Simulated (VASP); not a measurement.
Here is the system:

```yaml
crystal:
  lattice:
    - [2.91021, 0.00000, 0.00000]
    - [0.00000, 2.85245, 0.00000]
    - [0.00000, 0.00000, 2.89700]
  atoms:
    - { symbol: Al, position: [0.50000, 0.50000, 0.50000] }
    - { symbol: Fe, position: [0.00936, 0.00000, 0.00000] }
```

These are PBE GGA + U (Dudarev), VASP's PBE PAW potentials (set 64) (plane waves; VASP) values and carry that method's errors. Settings: 400 eV cut-off, 11×12×11 Γ-centred mesh, first-order Methfessel-Paxton smearing of 0.10 eV, potentials Al Fe, U − J: Fe 5.00 eV.

Task: Which forces act on the atoms, in eV/Å?

Result: 
| atom | Fx | Fy | Fz |
|---|---|---|---|
| Al1 | 0.187 | 0.000 | 0.000 |
| Fe2 | -0.187 | 0.000 | 0.000 |

Task: Give the stress tensor in GPa (positive for a compressed cell).

Result: 
```
-5.44   0.00   0.00
 0.00  -1.61   0.00
 0.00   0.00  -4.61
```
The pressure is its mean diagonal, -3.89 GPa.

The compound is FeAl in the CsCl type structure. The cell was not relaxed at this level, atoms are displaced from their ideal sites. The run is one of a series of settings (LDAU = .TRUE., LDAUJ = 0 0, LDAUL = -1 2, LDAUTYPE = 2, LDAUU = 0 5.0 against the base run), some of them coarse on purpose. The run is not spin-polarised, so no magnetic state was tried. The electron count is odd and the run is not spin-polarised, which forces a metal.
